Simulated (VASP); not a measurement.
# Ti2TeAs2 (P-3m1) in VASP: a series of runs

One crystal, Ti2TeAs2, is run at these levels: PBE; tasks: relaxation of cell and atoms.

Program: VASP 6.6.1. These are calculated values, not measurements. Logs are shortened: lines on timing, memory, paths and dates and some standing lists are left out, and cuts for length are marked.

### Step 1. Starting point

It takes space group P-3m1 (No. 164, trigonal). The conventional cell has a = 3.900 Å, b = 3.900 Å, c = 8.000 Å, α = 90.00°, β = 90.00°, γ = 120.00°. Ti (site symmetry 3m) is surrounded by 3 As at 2.51 Å. Te (site symmetry -3m) is surrounded by 6 Ti at 2.96 Å. As (site symmetry 3m) has 3 Ti at 2.51 Å as nearest neighbours.

The cell was built by a generator and needn't be a form met in nature.

### Step 2. Relaxation of cell and atoms, PBE

Contents of INCAR:

```
SYSTEM = Ti2TeAs2
ALGO = Fast
EDIFF = 1E-4
EDIFFG = -0.08
ENCUT = 520
GGA = PE
IBRION = 2
ISIF = 3
ISMEAR = 0
LASPH = .TRUE.
LCHARG = .FALSE.
LREAL = .FALSE.
LWAVE = .FALSE.
NELM = 60
NSW = 24
PREC = Normal
SIGMA = 0.15
```

Contents of KPOINTS:

```
k-points
0
G
  4 4 2
  0 0 0
```

Contents of POSCAR:

```
Ti2TeAs2
1.0
    3.9000000000      0.0000000000      0.0000000000
   -1.9500000000      3.3774990700      0.0000000000
    0.0000000000      0.0000000000      8.0000000000
Ti Te As
2 1 2
Direct
    0.6666666700      0.3333333300      0.7600000000
    0.3333333300      0.6666666700      0.2400000000
    0.0000000000      0.0000000000      0.0000000000
    0.3333333300      0.6666666700      0.6200000000
    0.6666666700      0.3333333300      0.3800000000
```

Potentials or basis: VASP PAW PBE potentials, release 64 (Ti_sv, Te, As).

Launch:

```console
$ cat potpaw_PBE.64/Ti_sv/POTCAR potpaw_PBE.64/Te/POTCAR potpaw_PBE.64/As/POTCAR > POTCAR
$ mpirun -np 1 vasp_std > vasp.out
```

OUTCAR:

```text
SYSTEM = Ti2TeAs2
   EDIFF = 1E-4
   EDIFFG = -0.08
   ENCUT = 520
   GGA = PE
   IBRION = 2
   ISIF = 3
   ISMEAR = 0
   LASPH = .TRUE.
   LREAL = .FALSE.
   NELM = 60
   NSW = 24
   PREC = Normal

 ion  position               nearest neighbor table
   1  0.667  0.333  0.760-   4 2.51   4 2.51   4 2.51   3 2.96   3 2.96   3 2.96
   2  0.333  0.667  0.240-   5 2.51   5 2.51   5 2.51   3 2.96   3 2.96   3 2.96
   3  0.000  0.000  0.000-   1 2.96   2 2.96   2 2.96   1 2.96   1 2.96   2 2.96
   4  0.333  0.667  0.620-   1 2.51   1 2.51   1 2.51
   5  0.667  0.333  0.380-   2 2.51   2 2.51   2 2.51

  LATTYP: Found a hexagonal cell.
 ALAT       =     3.9000000000
 C/A-ratio  =     2.0512820513

  Lattice vectors:

 A1 = (   3.9000000000,   0.0000000000,   0.0000000000)
 A2 = (  -1.9500000000,   3.3774990700,   0.0000000000)
 A3 = (   0.0000000000,   0.0000000000,   8.0000000000)

Analysis of symmetry for initial positions (statically):
=====================================================================
 Subroutine PRICEL returns:
 Original cell was already a primitive cell.

 Routine SETGRP: Setting up the symmetry group for a
 hexagonal supercell.

 Subroutine GETGRP returns: Found 12 space group operations
 (whereof 12 operations were pure point group operations)
 out of a pool of 24 trial point group operations.

The static configuration has the point symmetry D_3d.

Analysis of symmetry for dynamics (positions and initial velocities):
=====================================================================
 Subroutine PRICEL returns:
 Original cell was already a primitive cell.

 Routine SETGRP: Setting up the symmetry group for a
 hexagonal supercell.

 Subroutine GETGRP returns: Found 12 space group operations
 (whereof 12 operations were pure point group operations)
 out of a pool of 24 trial point group operations.

The dynamic configuration has the point symmetry D_3d.

 Subroutine INISYM returns: Found 12 space group operations
 (whereof 12 operations are pure point group operations),
 and found     1 'primitive' translations

----------------------------------------------------------------------------------------

                                     Primitive cell

  volume of cell :     105.3780

  direct lattice vectors                    reciprocal lattice vectors
     3.900000000  0.000000000  0.000000000     0.256410256  0.148038531  0.000000000
    -1.950000000  3.377499070  0.000000000     0.000000000  0.296077062  0.000000000
     0.000000000  0.000000000  8.000000000     0.000000000  0.000000000  0.125000000

  length of vectors
     3.900000000  3.899999996  8.000000000     0.296077061  0.296077062  0.125000000

  position of ions in fractional coordinates (direct lattice)
     0.666666670  0.333333330  0.760000000
     0.333333330  0.666666670  0.240000000
     0.000000000  0.000000000  0.000000000
     0.333333330  0.666666670  0.620000000
     0.666666670  0.333333330  0.380000000

  ion indices of the primitive-cell ions
   primitive index   ion index
                 1           1
                 2           2
                 3           3
                 4           4
                 5           5

----------------------------------------------------------------------------------------

 KPOINTS: k-points

Automatic generation of k-mesh.
 Grid dimensions read from file:
 generate k-points for:    4    4    2

 Generating k-lattice:

  Cartesian coordinates                     Fractional coordinates (reciprocal lattice)
     0.064102564  0.037009633  0.000000000     0.250000000  0.000000000  0.000000000
     0.000000000  0.074019265  0.000000000     0.000000000  0.250000000  0.000000000
     0.000000000  0.000000000  0.062500000     0.000000000  0.000000000  0.500000000

  Length of vectors
     0.074019265  0.074019265  0.062500000

  Shift w.r.t. Gamma in fractional coordinates (k-lattice)
     0.000000000  0.000000000  0.000000000

 Subroutine IBZKPT returns following result:
 ===========================================

 Found      8 irreducible k-points:

 Following reciprocal coordinates:
            Coordinates               Weight
  0.000000  0.000000  0.000000      1.000000
  0.250000  0.000000  0.000000      6.000000
  0.500000  0.000000  0.000000      3.000000
  0.250000  0.250000  0.000000      6.000000
  0.000000  0.000000  0.500000      1.000000
  0.250000  0.000000  0.500000      6.000000
  0.500000  0.000000  0.500000      3.000000
  0.250000  0.250000  0.500000      6.000000
   k-points           NKPTS =      8   k-points in BZ     NKDIM =      8   number of bands    NBANDS=     24
   number of dos      NEDOS =    301   number of ions     NIONS =      5
   total plane-waves  NPLWV =  27648
   dimension x,y,z NGX =    24 NGY =   24 NGZ =   48
   dimension x,y,z NGXF=    48 NGYF=   48 NGZF=   96
   ions per type =               2   1   2
   NGX,Y,Z   is equivalent  to a cutoff of  10.23, 10.23,  9.97 a.u.
   NGXF,Y,Z  is equivalent  to a cutoff of  20.46, 20.46, 19.95 a.u.
 SYSTEM =  Ti2TeAs2
   PREC   = normal    normal or accurate (medium, high low for compatibility)
   ISTART =      0    job   : 0-new  1-cont  2-samecut
   ICHARG =      2    charge: 1-file 2-atom 10-const
   ISPIN  =      1    spin polarized calculation?
   LNONCOLLINEAR =      F non collinear calculations
   LSORBIT =      F    spin-orbit coupling
   LASPH  =      T    aspherical Exc in radial PAW
   ENCUT  =  520.0 eV  38.22 Ry    6.18 a.u.   7.25  7.25 14.87*2*pi/ulx,y,z
   NELM   =     60;   NELMIN=  2; NELMDL= -5     # of ELM steps
   EDIFF  = 0.1E-03   stopping-criterion for ELM
   LREAL  =      F    real-space projection
   EDIFFG = -.8E-01   stopping-criterion for IOM
   NSW    =     24    number of steps for IOM
   IBRION =      2    ionic relax: 0-MD 1-quasi-New 2-CG
   NFREE  =      1    steps in history (QN), initial steepest desc. (CG)
   ISIF   =      3    stress and relaxation
   ISYM   =      2    0-nonsym 1-usesym 2-fastsym
   POTIM  = 0.5000    time-step for ionic-motion
   TEBEG  =    0.0;   TEEND  =   0.0 temperature during run
   PSTRESS=    0.0 pullay stress
   NELECT =      40.0000    total number of electrons
   NUPDOWN=      -1.0000    fix difference up-down
   EMIN   =  10.00;   EMAX   =-10.00  energy-range for DOS
   EFERMI =   0.00;   METHOD = LEGACY
   ISMEAR =     0;   SIGMA  =   0.15  broadening in eV -4-tet -1-fermi 0-gaus
   EFERMI_NEDOS =   21; number of points for ismear=-14 and -15
   IALGO  =     68    algorithm
   IMIX   =      4    mixing-type and parameters
     AMIX     =   0.40;   BMIX     =  1.00
     AMIX_MAG =   1.60;   BMIX_MAG =  1.00
  volume/ion in A,a.u.               =      21.08       142.23
  Fermi-wavevector in a.u.,A,eV,Ry     =   1.185345  2.239978 19.116777  1.405043
  Thomas-Fermi vector in A             =   2.321541
   LORBIT       =      0    0 simple, 1 ext, 2 COOP (PROOUT), +10 PAW based schemes
   GGA     = PE    functional components
   LHFCALC =     F    Hartree Fock is set to
   AEXX    =    0.0000 exact exchange contribution
   IVDW    =     0    specifies the selected vdW correction
   LEPSILON=     F    determine dielectric tensor
   LRPA    =     F    only Hartree local field effects (RPA)
 conjugate gradient relaxation of ions
 non-spin polarized calculation
 RMM-DIIS sequential band-by-band and
 Gauss-broadening in eV      SIGMA  =   0.15
  energy-cutoff  :      520.00
  volume of cell :      105.38
 maximum number of plane-waves:      2867
   NGX = 15   NGY = 15   NGZ = 29

--------------------------------------- Ionic step        1  -------------------------------------------

 number of electron      39.9999977 magnetization

 Free energy of the ion-electron system (eV)
  ---------------------------------------------------
  ext. energy  EPLUGINS =         0.00000000
  ---------------------------------------------------
  free energy    TOTEN  =       -29.94706412 eV

  energy without entropy =      -29.89899632  energy(sigma->0) =      -29.92303022

------------------------ aborting loop because EDIFF is reached ----------------------------------------

  FORCE on cell =-STRESS in cart. coord.  units (eV):
  Direction    XX          YY          ZZ          XY          YZ          ZX
  --------------------------------------------------------------------------------------
  -------------------------------------------------------------------------------------
  Total        2.1845564      2.1845564     -1.6206291      0.0000000      0.0000000     -0.0000000
  in kB       33.2142165     33.2142164    -24.6402085      0.0000000      0.0000000     -0.0000000
  external PRESSURE =      13.9294081 kB  Pullay stress =       0.0000000 kB
[... 98 lines left out ...]
  FREE ENERGIE OF THE ION-ELECTRON SYSTEM (eV)
  ---------------------------------------------------
  free  energy   TOTEN  =       -30.1057770351 eV

  energy  without entropy=      -30.0852573004  energy(sigma->0) =      -30.09551717

[... ionic steps 4 to 14 ...]

--------------------------------------- Ionic step       15  -------------------------------------------

 number of electron      40.0000019 magnetization

------------------------ aborting loop because EDIFF is reached ----------------------------------------

  FORCE on cell =-STRESS in cart. coord.  units (eV):
  Direction    XX          YY          ZZ          XY          YZ          ZX
  --------------------------------------------------------------------------------------
  -------------------------------------------------------------------------------------
  Total        0.3061535      0.3061535      0.3272633     -0.0000000      0.0000000      0.0000000
  in kB        4.5938341      4.5938341      4.9105857     -0.0000000      0.0000000      0.0000000
  external PRESSURE =       4.6994180 kB  Pullay stress =       0.0000000 kB
[... 63 lines left out ...]
  energy  without entropy=      -30.2476888124  energy(sigma->0) =      -30.25192779

--------------------------------------- Ionic step       17  -------------------------------------------

 number of electron      40.0000033 magnetization

 Free energy of the ion-electron system (eV)
  ---------------------------------------------------
  ext. energy  EPLUGINS =         0.00000000
  ---------------------------------------------------
  free energy    TOTEN  =       -30.25763749 eV

  energy without entropy =      -30.24923945  energy(sigma->0) =      -30.25343847

 E-fermi :   6.9794     XC(G=0): -10.3582

 val. band max:        6.6436617227   @ k =   0.2500   0.2500   0.0000
 cond. band min:       7.0245040060   @ k =   0.0000   0.0000   0.0000
 fundamental gap:      0.3808422832
 Fermi energy:         6.9793655107

 k-point     1 :       0.0000    0.0000    0.0000
  band No.  band energies     occupation
      1     -50.5246      2.00000
      2     -50.5241      2.00000
      3     -26.8236      2.00000
      4     -26.8236      2.00000
      5     -26.8224      2.00000
      6     -26.8224      2.00000
[... 237 lines left out ...]
  FREE ENERGIE OF THE ION-ELECTRON SYSTEM (eV)
  ---------------------------------------------------
  free  energy   TOTEN  =       -30.2576374902 eV

  energy  without entropy=      -30.2492394493  energy(sigma->0) =      -30.25343847

 reached required accuracy - stopping structural energy minimisation
```

It took 4 min on 1 thread of AMD EPYC 7R13 (Zen 3), shared host; peak memory 0.16 GiB.

Results:

- Free energy: -30.2576 eV
- Relaxed volume: 21.44 Å³/atom
- Relaxed cell: a = 4.077 Å, b = 4.077 Å, c = 7.444 Å, α = 90.00°, β = 90.00°, γ = 120.00°
- Space group after relaxing (to 0.05 Å): P-3m1 (No. 164)
- Energy gained by relaxing: 62.1 meV/atom
- Ionic steps: 17
- Pressure after relaxing: 0.1 GPa
- Largest force after relaxing: 0.070 eV/Å
- Band gap on the k mesh: none (metal or under the smearing width)

Forces in eV/Å, atoms in the order of the input:
```
Ti   0.000  0.000 -0.070
Ti   0.000  0.000  0.070
Te   0.000  0.000  0.000
As   0.000  0.000 -0.024
As   0.000  0.000  0.024
```

Step by step:
```
step  energy change (eV)  largest force (eV/Å)  pressure (GPa)  volume (Å³)
   1              0.0000                0.4043            1.39       105.38
   2             -0.1002                0.4440           -1.16       108.15
   3             -0.1587                0.7376           -3.68       111.83
   4             -0.2100                0.6448           -3.71       111.37
   5             -0.2427                0.3807           -2.00       109.81
   6             -0.2558                0.5310           -2.70       110.51
   7             -0.2572                0.3817           -2.72       110.37
   8             -0.2851                0.3422           -1.62       108.72
   9             -0.2993                0.1679            0.51       105.79
  10             -0.3003                0.1977            0.69       106.04
  11             -0.2977                0.2575            0.00       107.38
  12             -0.3005                0.2028           -0.05       106.61
  13             -0.3006                0.2023            0.39       106.30
  14             -0.3032                0.1704            0.47       106.42
  15             -0.3084                0.1057            0.47       106.78
  16             -0.3091                0.0407            0.32       107.48
  17             -0.3106                0.0705            0.14       107.18
```

Final structure:
```
Ti Te As
1.0
     4.07742    0.00000    0.00000
    -2.03871    3.53115    0.00000
     0.00000    0.00000    7.44388
Ti Te As
2 1 2
Direct
  0.66667 0.33333 0.74922
  0.33333 0.66667 0.25078
  0.00000 0.00000 0.00000
  0.33333 0.66667 0.61348
  0.66667 0.33333 0.38652
```

Caveat: the k mesh is coarse (spacing up to 0.47 Å⁻¹), so the values aren't converged; the relaxation stopped at a loose force limit of 0.08 eV/Å, so its end isn't a converged minimum. Spin-orbit coupling is left out, which matters for the levels of Te.

(Continued in part 2 of 2.)
